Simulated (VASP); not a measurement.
Input:

```xyz
2
Lattice="1.3422 -2.3247 0.0000 1.3422 2.3247 0.0000 0.0000 0.0000 4.3148" Properties=species:S:1:pos:R:3 pbc="T T T"
Ti     1.3422     0.7749     1.0787
Ti     1.3422    -0.7749     3.2361
```

Computed with LDA (Ceperley-Alder, Perdew-Zunger), VASP's LDA PAW potentials (set 64) (plane waves; VASP). Run with 500 eV cut-off, 16×16×9 Γ-centred mesh, first-order Methfessel-Paxton smearing of 0.10 eV, potentials Ti_sv.

Energy and stress use the plane-wave basis of the starting cell.

The ions, cell shape and volume at an external pressure of 45.0 GPa are relaxed. Give the cell that the relaxation ends in.

```xyz
2
Lattice="1.3066 -2.2630 0.0000 1.3066 2.2630 0.0000 0.0000 0.0000 4.2639" Properties=species:S:1:pos:R:3 pbc="T T T"
Ti     1.3066     0.7543     1.0660
Ti     1.3066    -0.7543     3.1979
```
Space group P6_3/mmc (194), at a tolerance of 0.03 Å.

How do energy and volume change from the first to the last step?

The energy (σ→0) changes by +199.6 meV/atom and the volume by -6.4 %, in 7 ionic steps.

The compound is Ti in the hcp structure. This run relaxes it under an external pressure of 45 GPa. Symmetry was kept, so distortions that lower it aren't found.
